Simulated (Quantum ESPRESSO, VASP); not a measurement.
An input for Quantum ESPRESSO (PBEsol, GBRV 1.5 ultrasoft (PBESOL) pseudopotentials):

```
&control
  calculation = 'vc-relax',
  prefix = 'LiAsF6',
  outdir = './tmp/',
  pseudo_dir = './',
/
&system
  ibrav = 0,
  nat = 8,
  ntyp = 3,
  ecutwfc = 40,
  ecutrho = 200,
  occupations = 'fixed',
  nbnd = 29,
/
&electrons
  conv_thr = 1.0d-10,
/
&ions
/
&cell
/
ATOMIC_SPECIES
Li     6.9400  li_pbesol_v1.4.uspp.F.UPF
As    74.9216  as_pbesol_v1.uspp.F.UPF
F     18.9984  f_pbesol_v1.4.uspp.F.UPF
ATOMIC_POSITIONS bohr
Li    0.0000000000    0.0000000000   12.4137375243
As    0.0000000000    0.0000000000    0.0000000000
F     1.1134561158    2.9146126586   14.6259234819
F    -1.1134561158   -2.9146126586   10.2015515667
F    -3.0808566624   -0.4930250470   14.6259234819
F     3.0808566624    0.4930250470   10.2015515667
F     1.9674005466   -2.4215876116   14.6259234819
F    -1.9674005466    2.4215876116   10.2015515667
K_POINTS automatic
4 4 4  0 0 0
CELL_PARAMETERS angstrom
   2.4744170106     1.4286053272     4.3793780000
  -2.4744170106     1.4286053272     4.3793780000
   0.0000000000    -2.8572106544     4.3793780000
```

Problem. Translate it to VASP.

Solution. One set of files that does it:

### POSCAR
```
LiAsF6
1
    2.4744170000     1.4286050000     4.3793780000
   -2.4744170000     1.4286050000     4.3793780000
    0.0000000000    -2.8572110000     4.3793780000
Li As F
1 1 6
Direct
  0.5000000000   0.5000000000   0.5000000000
  0.0000000000   0.0000000000   0.0000000000
  0.8881000000   0.6499770000   0.2292300000
  0.1119000000   0.3500230000   0.7707700000
  0.2292300000   0.8881000000   0.6499770000
  0.7707700000   0.1119000000   0.3500230000
  0.6499770000   0.2292300000   0.8881000000
  0.3500230000   0.7707700000   0.1119000000
```

KPOINTS:
```
Automatic mesh
0
Gamma
4 4 4
0 0 0
```

INCAR:
```
ALGO = Normal
EDIFF = 1E-6
EDIFFG = -0.01
ENCUT = 400
GGA = PS
IBRION = 2
ISIF = 3
ISMEAR = 0
LASPH = .TRUE.
LCHARG = .FALSE.
LMAXMIX = 4
LREAL = .FALSE.
LWAVE = .FALSE.
NELM = 100
NSW = 50
PREC = Accurate
SIGMA = 0.01
SYSTEM = LiAsF6
```

POTCAR, in this order: Li_sv As F (PBE.64 set). Program: vasp_std.

Both inputs were run and reached self-consistency, which says nothing on mesh or cut-off. Potentials, basis and cut-offs are each code's own, so they don't translate, and total energies aren't comparable.

Fixed occupations appear in VASP as a very narrow Gaussian smearing.

The structure comes from a computed database's LiAsF6 entry (R-3); how it stands against other phases isn't given here.
